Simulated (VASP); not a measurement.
Input of a VASP 6.6.1 run:

The input INCAR:

```
SYSTEM = AlPd
PREC = Accurate
ENCUT = 520
EDIFF = 1E-6
ISMEAR = 0
SIGMA = 0.1
LREAL = .False.
LASPH = .True.
NELM = 100
ALGO = Normal
ISIF = 2
LWAVE = .False.
LCHARG = .False.
GGA = PE
NBANDS = 36
```

The input KPOINTS:

```
regular mesh
0
Gamma
  3 3 3
  0 0 0
```

POSCAR

```
AlPd
1.0
    5.1927430000      1.1544750000      0.8672610000
   -0.4107150000      4.9295170000     -0.5385190000
    0.4315790000     -0.3162390000      5.7846510000
Al Pd
4 4
Direct
    0.8708173329      0.1985103359      0.5775502578
    0.2568011832      0.8242914888      0.3028167088
    0.6029015570      0.8146682918      0.5268482656
    0.1751133600      0.0581861241      0.8497291100
    0.6179054248      0.5897986599      0.9116455786
    0.9621095458      0.4551091203      0.2117909657
    0.2902579428      0.4329490373      0.5768301128
    0.5852042137      0.1318504457      0.1342138322
```

Potentials or basis: VASP PAW PBE potentials, release 64 (Al, Pd).

The run is started by

```bash
$ cat potpaw_PBE.64/Al/POTCAR potpaw_PBE.64/Pd/POTCAR > POTCAR
$ mpirun -np 1 vasp_std > vasp.out
```

Estimate the band gap on the k mesh.

none (metal or under the smearing width).

What does it give for the pressure?

-7.6 GPa.

Forces in eV/Å, atoms in the order of the input:
```
Al  -0.986  1.468 -0.377
Al  -0.563 -0.507 -0.912
Al   1.200 -0.824  0.200
Al   0.159 -0.111  1.070
Pd  -0.326  0.074 -0.343
Pd   0.496  0.186  0.279
Pd   0.099  0.098  0.168
Pd  -0.079 -0.385 -0.086
```

Caveat: the k mesh is coarse (spacing up to 0.43 Å⁻¹), so the values aren't converged.
